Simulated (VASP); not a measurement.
# FeNi3 (Awaruite): structure and properties in VASP, part 3 of 5

Aim: relax FeNi3 (Awaruite), then compute properties on the relaxed cell. The start is a cell from a database of measured crystal structures.

VASP 6.6.1; LAK, spin-polarised from a ferromagnetic start; plane waves and PAW (Ni, Fe).

Still holding for the runs below: The magnetic state follows from one typed start and may not be the lowest.

So far, moment of the cell, from the last line of the log (μB): step 2 (full relaxation (LAK)) 5.53; step 3 (second relaxation) 5.53.

## 5. Bands along the symmetry lines (LAK)

The mesh alone shows little of the dispersion and can miss band extrema, so KPOINTS_OPT adds a path through the symmetry points after the self-consistent cycle.

INCAR reads:

```
SYSTEM = FeNi3
PREC = Accurate
ENCUT = 400
EDIFF = 1E-06
NELM = 100
ISMEAR = -1
SIGMA = 0.05
LREAL = .FALSE.
ALGO = Normal
METAGGA = LAK
LASPH = .TRUE.
NBANDS = 35
ISPIN = 2
MAGMOM = 0.827 0.827 0.827 3.312
LMAXMIX = 4
LORBIT = 11
LWAVE = .FALSE.
LCHARG = .FALSE.
KPAR = 2
```

POSCAR reads:

```
FeNi3
1.0
    3.5766328123      0.0000000000      0.0000000000
    0.0000000000      3.5766328123      0.0000000000
    0.0000000000      0.0000000000      3.5766328123
Ni Fe
3 1
Direct
    0.5000000000      0.5000000000      0.0000000000
    0.5000000000      0.0000000000      0.5000000000
    0.0000000000      0.5000000000      0.5000000000
    0.0000000000      0.0000000000      0.0000000000
```

KPOINTS reads:

```
Automatic mesh
0
Gamma
6 6 6
0 0 0
```

KPOINTS_OPT reads:

```
Line mode
16
Line-mode
Reciprocal
  0.00000000   0.00000000   0.00000000 GAMMA
  0.00000000   0.50000000   0.00000000 X

  0.00000000   0.50000000   0.00000000 X
  0.50000000   0.50000000   0.00000000 M

  0.50000000   0.50000000   0.00000000 M
  0.00000000   0.00000000   0.00000000 GAMMA

  0.00000000   0.00000000   0.00000000 GAMMA
  0.50000000   0.50000000   0.50000000 R

  0.50000000   0.50000000   0.50000000 R
  0.00000000   0.50000000   0.00000000 X

  0.50000000   0.50000000   0.00000000 M
  0.50000000   0.50000000   0.50000000 R
```

Potentials, in the order of the species: Ni and Fe (PBE family, release 64).

Run with:

```sh
$ mpirun -np 2 vasp_std
```

Log:

```text
[... set-up lines as in an earlier step ...]
 entering main loop
       N       E                     dE             d eps       ncg     rms          rms(c)
DAV:   1     0.272190417153E+03    0.27219E+03   -0.13716E+04  2960   0.127E+03
DAV:   2     0.285104644803E+02   -0.24368E+03   -0.22489E+03  2800   0.273E+02
DAV:   3     0.102901201296E+02   -0.18220E+02   -0.17217E+02  3016   0.945E+01
DAV:   4     0.999328847428E+01   -0.29683E+00   -0.29639E+00  3123   0.131E+01
DAV:   5     0.998356300870E+01   -0.97255E-02   -0.97247E-02  4117   0.185E+00    0.267E+01
DAV:   6     0.232386274054E+02    0.13255E+02   -0.60495E+01  3263   0.134E+02    0.405E+01
DAV:   7     0.246158235215E+02    0.13772E+01   -0.25959E+01  3386   0.103E+02    0.297E+01
DAV:   8     0.298420283917E+02    0.52262E+01   -0.15657E+01  3921   0.476E+01    0.793E+00
DAV:   9     0.289877834309E+02   -0.85424E+00   -0.12222E+00  3735   0.122E+01    0.275E+00
DAV:  10     0.288285340991E+02   -0.15925E+00   -0.27706E-01  3922   0.881E+00    0.288E+00
DAV:  11     0.288613387866E+02    0.32805E-01   -0.69176E-02  3928   0.369E+00    0.178E+00
DAV:  12     0.288519979804E+02   -0.93408E-02   -0.35661E-02  3792   0.248E+00    0.879E-01
DAV:  13     0.288493468135E+02   -0.26512E-02   -0.74339E-03  3879   0.134E+00    0.429E-01
DAV:  14     0.288463593149E+02   -0.29875E-02   -0.51762E-03  3438   0.112E+00    0.180E-01
DAV:  15     0.288462380468E+02   -0.12127E-03   -0.12384E-03  3450   0.422E-01    0.122E-01
DAV:  16     0.288463916915E+02    0.15364E-03   -0.10346E-04  3578   0.141E-01    0.613E-02
DAV:  17     0.288465732191E+02    0.18153E-03   -0.37195E-05  4226   0.105E-01    0.189E-02
DAV:  18     0.288465789124E+02    0.56932E-05   -0.14323E-05  3296   0.443E-02    0.104E-02
DAV:  19     0.288465930117E+02    0.14099E-04   -0.31194E-06  3069   0.167E-02    0.146E-02
DAV:  20     0.288465988960E+02    0.58843E-05   -0.10506E-06  2051   0.233E-02    0.428E-03
DAV:  21     0.288465976254E+02   -0.12706E-05   -0.31326E-07  1609   0.716E-03    0.276E-03
DAV:  22     0.288465913590E+02   -0.62665E-05   -0.79446E-08  1580   0.334E-03    0.254E-03
DAV:  23     0.288465867540E+02   -0.46050E-05   -0.22495E-08  1577   0.272E-03    0.122E-03
DAV:  24     0.288465875052E+02    0.75121E-06   -0.26926E-08  1553   0.150E-03
   1 F= 0.28846588E+02 E0= 0.28855027E+02  d E =-.168785E-01  mag=     5.5330
 Start KPOINTS_OPT (optional k-point list driver)
k-point batch [1-20\96]
       N       E                     dE             ncg
DAV:   1     0.936729535976E+04   -0.98590E+03     3000
DAV:   2     0.472115570916E+04   -0.46461E+04     2806
DAV:   3     0.439484087236E+04   -0.32631E+03     3012
DAV:   4     0.438864538092E+04   -0.61955E+01     3185
DAV:   5     0.438841572304E+04   -0.22966E+00     4083
DAV:   6     0.438841246846E+04   -0.32546E-02     3333
DAV:   7     0.438841240946E+04   -0.58998E-04     4126
DAV:   8     0.438841240881E+04   -0.65827E-06     2284
[...]
k-point batch [81-96\96]
       N       E                     dE             ncg
DAV:   1     0.112819107635E+05   -0.14025E+05     2352
DAV:   2     0.757169649293E+04   -0.37102E+04     2240
DAV:   3     0.729811096500E+04   -0.27359E+03     2593
DAV:   4     0.729349281070E+04   -0.46182E+01     2477
DAV:   5     0.729331510820E+04   -0.17770E+00     3421
DAV:   6     0.729331285249E+04   -0.22557E-02     2563
DAV:   7     0.729331280831E+04   -0.44187E-04     3397
DAV:   8     0.729331280779E+04   -0.51153E-06     1674
```

Run time: 3.1 min. Hardware: 2 MPI ranks of Intel Xeon Platinum 8488C (Sapphire Rapids), shared host; peak memory 0.39 GiB; 6.1 min of CPU time.

Parts of OUTCAR (step 5):

```text
   k-points           NKPTS =     20   k-points in BZ     NKDIM =     20   number of bands    NBANDS=     35

   NELECT =      38.0000    total number of electrons

 E-fermi :   8.8546

 spin component 1
 k-point     1 :       0.0000    0.0000    0.0000
  band No.  band energies     occupation
    ...
     17       6.9631      1.00000
     18       7.0813      1.00000
     19       7.0814      1.00000
     20       7.0814      1.00000
     21       7.1006      1.00000
     22      11.2424      0.00000
     23      11.2424      0.00000
     24      11.2424      0.00000
     25      17.2996      0.00000
     26      17.2996      0.00000
    ...

 k-point     2 :       0.1667    0.0000    0.0000
  band No.  band energies     occupation
    ...
     17       6.8684      1.00000
     18       6.9048      1.00000
     19       6.9172      1.00000
     20       7.0094      1.00000
     21       7.0819      1.00000
     22       9.5063      0.00000
     23      12.0577      0.00000
     24      12.0577      0.00000
     25      17.3984      0.00000
     26      17.5760      0.00000
    ...

  Total        0.0181939      0.0181939      0.0181939      0.0000000      0.0000000     -0.0000000
  in kB        0.6371088      0.6371088      0.6371088      0.0000000      0.0000000     -0.0000000
  external PRESSURE =       0.6371088 kB  Pullay stress =       0.0000000 kB

  FREE ENERGIE OF THE ION-ELECTRON SYSTEM (eV)
  ---------------------------------------------------
  free  energy   TOTEN  =        28.8465875052 eV

  energy  without entropy=       28.8634659932  energy(sigma->0) =       28.85502675

[... 13 parts as in an earlier step ...]

[... 10 further parts left out ...]
```

This step gave:

* SCF cycles: 24
* bands: 35
* Fermi energy: 8.855 eV
* pressure: 0.06371 GPa

Spin up. Electronic bands along the path, in eV, zero at the Fermi level; # counts the bands kept:

```
          point    #19    #20    #21    #22    #23    #24    #25    #26
              Γ  -1.77  -1.77  -1.75   2.39   2.39   2.39   8.45   8.45
0.47 of the way  -1.95  -1.90  -1.77  -0.39   3.86   3.86   8.64   8.81
              X  -2.40  -1.98  -1.96  -1.77   7.39   7.39   7.41   7.41
0.47 of the way  -2.15  -2.08  -1.74  -1.73   3.59   3.59   8.32   8.32
              M  -2.58  -2.32  -0.12  -0.01   0.02   0.02  11.10  11.10
0.47 of the way  -2.14  -2.08  -2.06   0.68   0.70   5.70   6.27   9.56
              Γ  -1.77  -1.77  -1.75   2.39   2.39   2.39   8.45   8.45
0.53 of the way  -1.98  -1.98  -1.81   1.45   1.45   1.54   7.61   7.61
              R  -1.85  -1.85  -0.54  -0.54  -0.54  -0.42   5.00   5.00
0.47 of the way  -2.03  -1.93  -1.63  -1.53   2.43   2.49   5.46   5.61
              X  -2.40  -1.98  -1.96  -1.77   7.39   7.39   7.41   7.41
      jump to M  -2.58  -2.32  -0.12  -0.01   0.02   0.02  11.10  11.10
0.53 of the way  -2.13  -2.06  -0.20  -0.18  -0.12  -0.12   6.76   6.76
              R  -1.85  -1.85  -0.54  -0.54  -0.54  -0.42   5.00   5.00
```

Of the projections kept (Ni, Fe), the largest for each band there; the rest of the weight can lie on other orbitals:

```
point      #19      #20      #21      #22      #23      #24      #25      #26
    Γ  Ni 1.00  Ni 1.00  Ni 1.00  Ni 0.74  Ni 0.74  Ni 0.74  Ni 0.78  Ni 0.78
    X  Ni 1.00  Ni 1.00  Ni 0.74  Ni 1.00  Ni 0.64  Ni 0.64  Ni 0.84  Ni 0.84
    M  Ni 1.00  Ni 1.00  Ni 0.70  Ni 0.66  Ni 0.91  Ni 0.91  Ni 1.00  Ni 0.76
    Γ  Ni 1.00  Ni 1.00  Ni 1.00  Ni 0.74  Ni 0.74  Ni 0.74  Ni 0.78  Ni 0.78
    R  Ni 1.00  Ni 1.00  Ni 0.65  Ni 0.65  Ni 0.65  Ni 1.00  Ni 0.85  Ni 0.85
    X  Ni 1.00  Ni 1.00  Ni 0.74  Ni 1.00  Ni 0.64  Ni 0.64  Ni 0.84  Ni 0.84
```

Spin down. The electronic bands at the labelled points (eV, zero at the Fermi level; # counts the bands kept):

```
          point    #13    #14    #15    #16    #17   #18   #19   #20
              Γ  -0.07   0.61   0.61   0.61   1.24  1.24  1.27  1.27
0.47 of the way  -0.83  -0.83  -0.76  -0.33   0.61  0.69  0.69  1.07
              X  -1.23  -0.90  -0.90  -0.70   0.11  0.11  0.61  0.89
0.47 of the way  -1.39  -0.94  -0.93  -0.90  -0.10  0.53  0.61  0.84
              M  -1.65  -1.65  -1.30  -1.00  -0.37  0.46  0.46  0.90
0.47 of the way  -1.41  -1.23  -0.79  -0.67   0.17  0.69  0.75  0.89
              Γ  -0.07   0.61   0.61   0.61   1.24  1.24  1.27  1.27
0.53 of the way  -1.62  -1.11  -1.11  -1.08   0.33  0.52  0.52  0.99
              R  -1.65  -1.50  -1.50  -1.28   0.25  0.25  0.25  0.96
0.47 of the way  -1.73  -1.36  -1.21  -1.04   0.18  0.53  0.74  0.78
              X  -1.23  -0.90  -0.90  -0.70   0.11  0.11  0.61  0.89
      jump to M  -1.65  -1.65  -1.30  -1.00  -0.37  0.46  0.46  0.90
0.53 of the way  -1.76  -1.66  -1.58  -1.30   0.03  0.63  0.63  1.02
              R  -1.65  -1.50  -1.50  -1.28   0.25  0.25  0.25  0.96
```

Of the projections kept (Ni, Fe), the largest for each band there; the rest of the weight can lie on other orbitals:

```
point      #13      #14      #15      #16      #17      #18      #19      #20
    Γ  Ni 1.00  Ni 1.00  Ni 1.00  Ni 1.00  Fe 0.64  Fe 0.64  Ni 0.76  Ni 0.76
    X  Ni 1.00  Ni 1.00  Ni 1.00  Ni 1.00  Fe 0.59  Fe 0.59  Ni 1.00  Fe 0.59
    M  Ni 1.00  Ni 1.00  Ni 1.00  Ni 1.00  Ni 1.00  Fe 0.63  Fe 0.63  Fe 0.99
    Γ  Ni 1.00  Ni 1.00  Ni 1.00  Ni 1.00  Fe 0.64  Fe 0.64  Ni 0.76  Ni 0.76
    R  Ni 0.68  Ni 0.83  Ni 0.83  Ni 1.00  Ni 1.00  Ni 1.00  Ni 1.00  Fe 0.52
    X  Ni 1.00  Ni 1.00  Ni 1.00  Ni 1.00  Fe 0.59  Fe 0.59  Ni 1.00  Fe 0.59
```

There is no gap at this level.

Spin up: of the bands kept, 3 cross the Fermi level on this path. Spin down: of the bands kept, 4 cross the Fermi level on this path.

## 6. Total and projected DOS (LAK)

A density of states needs more k-points than a total energy; ISMEAR = -5 takes tetrahedra, and LORBIT projects the states on the PAW spheres. The mesh is finer than in the run before.

INCAR: that of step 5 with these lines changed.

```diff
@@ -5,3 +5,3 @@
 NELM = 100
-ISMEAR = -1
+ISMEAR = -5
 SIGMA = 0.05
@@ -19 +19,2 @@
 KPAR = 2
+NEDOS = 2001
```

POSCAR is that of step 5.

KPOINTS reads:

```
Automatic mesh
0
Gamma
8 8 8
0 0 0
```

Run with:

```sh
$ mpirun -np 2 vasp_std
```

Log:

```text
[... set-up lines as in an earlier step ...]
 entering main loop
       N       E                     dE             d eps       ncg     rms          rms(c)
DAV:   1     0.269465329519E+03    0.26947E+03   -0.13737E+04  5284   0.127E+03
DAV:   2     0.279926621990E+02   -0.24147E+03   -0.22314E+03  4903   0.270E+02
DAV:   3     0.103027784240E+02   -0.17690E+02   -0.16723E+02  5307   0.927E+01
DAV:   4     0.100131471021E+02   -0.28963E+00   -0.28910E+00  5447   0.130E+01
DAV:   5     0.100035233251E+02   -0.96238E-02   -0.96189E-02  7106   0.184E+00    0.268E+01
DAV:   6     0.231976495410E+02    0.13194E+02   -0.60737E+01  5718   0.135E+02    0.406E+01
DAV:   7     0.245659137811E+02    0.13683E+01   -0.26057E+01  5906   0.105E+02    0.300E+01
DAV:   8     0.298707605523E+02    0.53048E+01   -0.17235E+01  6942   0.478E+01    0.838E+00
DAV:   9     0.290134729477E+02   -0.85729E+00   -0.12105E+00  6548   0.125E+01    0.282E+00
DAV:  10     0.288450830607E+02   -0.16839E+00   -0.34207E-01  6857   0.891E+00    0.299E+00
DAV:  11     0.288783953813E+02    0.33312E-01   -0.69236E-02  6735   0.340E+00    0.191E+00
DAV:  12     0.288750606641E+02   -0.33347E-02   -0.33483E-02  6397   0.254E+00    0.794E-01
DAV:  13     0.288683705078E+02   -0.66902E-02   -0.88015E-03  6180   0.123E+00    0.506E-01
DAV:  14     0.288655816170E+02   -0.27889E-02   -0.34731E-03  6105   0.955E-01    0.216E-01
DAV:  15     0.288653688476E+02   -0.21277E-03   -0.72126E-04  6082   0.299E-01    0.132E-01
DAV:  16     0.288653853730E+02    0.16525E-04   -0.12262E-04  6514   0.143E-01    0.717E-02
DAV:  17     0.288655574123E+02    0.17204E-03   -0.59127E-05  7260   0.165E-01    0.206E-02
DAV:  18     0.288655974142E+02    0.40002E-04   -0.32001E-05  5434   0.415E-02    0.229E-02
DAV:  19     0.288655807055E+02   -0.16709E-04   -0.34348E-06  5535   0.443E-02    0.827E-03
DAV:  20     0.288655781788E+02   -0.25267E-05   -0.10061E-06  3299   0.209E-02    0.595E-03
DAV:  21     0.288655854633E+02    0.72845E-05   -0.43200E-07  2818   0.112E-02    0.177E-03
DAV:  22     0.288655830684E+02   -0.23949E-05   -0.17355E-07  2771   0.365E-03    0.244E-03
DAV:  23     0.288655805579E+02   -0.25105E-05   -0.38385E-08  2753   0.305E-03    0.130E-03
DAV:  24     0.288655808305E+02    0.27262E-06   -0.38714E-08  2729   0.416E-03
   1 F= 0.28865581E+02 E0= 0.28865581E+02  d E =0.000000E+00  mag=     5.5433
 -----------------------------------------------------------------------------
|                                                                             |
|           W    W    AA    RRRRR   N    N  II  N    N   GGGG   !!!           |
|           W    W   A  A   R    R  NN   N  II  NN   N  G    G  !!!           |
|           W    W  A    A  R    R  N N  N  II  N N  N  G       !!!           |
|           W WW W  AAAAAA  RRRRR   N  N N  II  N  N N  G  GGG   !            |
|           WW  WW  A    A  R   R   N   NN  II  N   NN  G    G                |
|           W    W  A    A  R    R  N    N  II  N    N   GGGG   !!!           |
|                                                                             |
|     Tetrahedron method does not include variations of the Fermi             |
|     occupations, so forces and stress will be inaccurate. We suggest        |
|     using a different smearing scheme ISMEAR = 1 or 2 for metals in         |
|     relaxations.                                                            |
|                                                                             |
 -----------------------------------------------------------------------------
```

The job ended after 2.8 min (2 MPI ranks; peak memory 0.37 GiB).

From OUTCAR (step 6):

```text
   k-points           NKPTS =     35   k-points in BZ     NKDIM =     35   number of bands    NBANDS=     35

   NELECT =      38.0000    total number of electrons

 E-fermi :   8.8972

 spin component 1
 k-point     1 :       0.0000    0.0000    0.0000
  band No.  band energies     occupation
    ...
     17       6.9663      1.00000
     18       7.0989      1.00000
     19       7.0990      1.00000
     20       7.0990      1.00000
     21       7.1156      1.00000
     22      11.2420      0.00000
     23      11.2421      0.00000
     24      11.2421      0.00000
     25      17.3229      0.00000
     26      17.3229      0.00000
    ...

 k-point     2 :       0.1250    0.0000    0.0000
  band No.  band energies     occupation
    ...
     17       6.9432      1.00000
     18       6.9538      1.00000
     19       6.9539      1.00000
     20       7.0600      1.00000
     21       7.0994      1.00000
     22      10.1406     -0.04845
     23      11.7227      0.00000
     24      11.7227      0.00000
     25      17.3781      0.00000
     26      17.5343      0.00000
    ...

  Total        0.1037064      0.1037064      0.1037064     -0.0000000      0.0000000     -0.0000000
  in kB        3.6315603      3.6315603      3.6315603     -0.0000000      0.0000000     -0.0000000
  external PRESSURE =       3.6315603 kB  Pullay stress =       0.0000000 kB

  FREE ENERGIE OF THE ION-ELECTRON SYSTEM (eV)
  ---------------------------------------------------
  free  energy   TOTEN  =        28.8655808305 eV

  energy  without entropy=       28.8655808305  energy(sigma->0) =       28.86558083

 magnetization (x)
# of ion       s       p       d       tot
------------------------------------------
    1       -0.032  -0.112   0.970   0.826
    2       -0.032  -0.112   0.970   0.826
    3       -0.032  -0.112   0.970   0.826
    4        0.026  -0.057   3.360   3.330
--------------------------------------------------
tot         -0.071  -0.394   6.271   5.806

[... 7 parts as in an earlier step ...]

[... 15 further parts left out ...]
```

With tetrahedra the forces and stress of a metal are not exact derivatives of the energy.

Numbers from this step:

* irreducible k-points: 35
* free energy (TOTEN): 28.87 eV
* Fermi energy: 8.897 eV
* pressure: 0.3632 GPa
* moment of the cell, from the last line of the log: 5.543 μB
* DOS at the Fermi level: 1.994 states/eV/cell

The density of states has structure finer than the step of the table below, so its rows give means over 0.5 eV, whole bins alone (the curve runs from -12.0 to 8.00 eV). Peaks (eV: height): total down -1.87: 7.21, -1.07: 6.78, 0.58: 9.97, 0.91: 9.69; total up -5.23: 8.39, -3.71: 9.41, -3.20: 9.19, -2.06: 10.8; Ni d up -3.71: 6.79, -3.50: 5.52, -3.20: 7.29, -2.06: 9.41; Ni d down -1.87: 5.62, -1.70: 5.13, -1.07: 5.88, 0.58: 5.22; Fe d up -5.71: 2.47, -5.23: 5.47, -3.71: 1.72, -2.06: 1.12.

States under -12.0 eV and over 8.0 eV are left out. Density of states against energy, zero at the Fermi level; means over each step; values in states/eV/cell:

```
energy (eV)  total down  total up  Ni d up  Ni d down  Fe d up  Fe d down
      -11.0           0         0        0          0        0          0
      -10.5     0.00314         0        0          0        0          0
      -10.0      0.0708         0        0          0        0          0
       -9.5       0.123         0        0     2.2e-4        0     3.1e-5
       -9.0       0.159    0.0301        0    0.00152        0     5.0e-4
       -8.5       0.199     0.104   1.5e-4    0.00335   3.0e-4    0.00101
       -8.0       0.234     0.158  0.00198    0.00659  0.00195    0.00221
       -7.5       0.276     0.216  0.00548     0.0123  0.00662    0.00385
       -7.0       0.323     0.312   0.0156     0.0233   0.0253    0.00568
       -6.5       0.388     0.471   0.0437     0.0430   0.0844    0.00911
       -6.0       0.488      2.61    0.538     0.0760     1.19     0.0161
       -5.5       0.712      3.64    0.902      0.160     2.14     0.0348
       -5.0       0.943      4.40     1.24      0.345     2.50     0.0625
       -4.5        1.56      1.94    0.975      0.786    0.589      0.134
       -4.0        1.87      4.64     3.32       1.06    0.725      0.167
       -3.5        2.60      5.79     4.57       1.80    0.619      0.304
       -3.0        3.29      5.03     4.05       2.29    0.534      0.354
       -2.5        3.31      5.33     4.79       2.44    0.267      0.249
       -2.0        5.65      6.64     5.98       4.28    0.472      0.552
       -1.5        4.62     0.678    0.473       3.79   0.0455      0.340
       -1.0        4.58     0.606    0.320       3.91   0.0501      0.300
       -0.5       0.727     0.560    0.242      0.595   0.0473     0.0422
        0.0        1.67     0.450    0.164       1.41   0.0299      0.178
        0.5        4.13     0.465    0.153       2.19   0.0210       1.70
        1.0        4.52     0.480    0.150       1.89   0.0241       2.34
        1.5        1.56     0.482    0.131      0.441   0.0276      0.895
        2.0       0.481     0.501    0.123      0.127   0.0310      0.238
        2.5       0.700     0.460    0.101      0.182   0.0280      0.307
        3.0       0.854     0.422   0.0864      0.229   0.0252      0.312
        3.5       0.588     0.397   0.0800      0.159   0.0243      0.175
        4.0       0.499     0.371   0.0736      0.135   0.0226      0.126
        4.5       0.442     0.297   0.0576      0.119   0.0181     0.0949
        5.0       0.336     0.220   0.0434     0.0890   0.0148     0.0628
        5.5       0.202     0.378   0.0852     0.0528   0.0358     0.0335
        6.0      0.0900     0.408   0.0921     0.0232   0.0370     0.0124
        6.5       0.398     0.540    0.116      0.109   0.0457     0.0809
        7.0       0.725     0.600    0.128      0.195   0.0484      0.113
        7.5       0.738     0.589    0.126      0.197   0.0482     0.0981
```

The finer mesh and the other smearing move the Fermi level by +0.04 eV from the 6×6×6 run, a small shift, which tests the Fermi level alone. Of the states within 0.3 eV of the Fermi level, the largest shares in the PAW spheres are Ni d 73 % and Fe d 10 %. The rest lies in smaller channels or between the spheres.

(Continued in part 4 of 5.)

[Lines on the potential files, build, host, timing and source positions are cut from VASP's logs without a mark.]

[Logs are printed without paths, hosts, clocks, repeated set-up lines and the standing remarks that a program may print on its own settings, such as how far it seeks lower states.]

[Hosts, paths, dates, database ids (printed as entryN), source tags and the programs' standing remarks are cut or masked in the printed files.]

[A measured line is paired with the nearest computed mode of its activity, which favours agreement.]
